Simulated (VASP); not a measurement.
Data:

```
CELL_PARAMETERS angstrom
     -1.65901     1.65901     1.65901
      1.65901    -1.65901     1.65901
      1.65901     1.65901    -1.65901
ATOMIC_POSITIONS crystal
  Ta 0.00000 0.00000 0.00000
```

Level of theory: PBE GGA, VASP's PBE PAW potentials (set 64) (plane waves; VASP 6.6.1). Numerical set-up: 500 eV cut-off, 15×15×15 Γ-centred mesh, first-order Methfessel-Paxton smearing of 0.10 eV, potentials Ta_pv.

Unless said otherwise, spin-orbit coupling is left out, though it shifts the bands of the heavy elements here.

Q: What does the run give for the energy per atom (σ→0), band gap (on the k-mesh) with the smallest direct gap where there is one?

A: 
```json
{
  "band gap (on the k-mesh)": "none (metal, semimetal or under 0.01 eV)",
  "energy per atom (σ→0)": "-11811 meV/atom"
}
```

Only differences to runs with the same potentials and settings are physical.

The compound is Ta in the bcc structure. It was relaxed first.
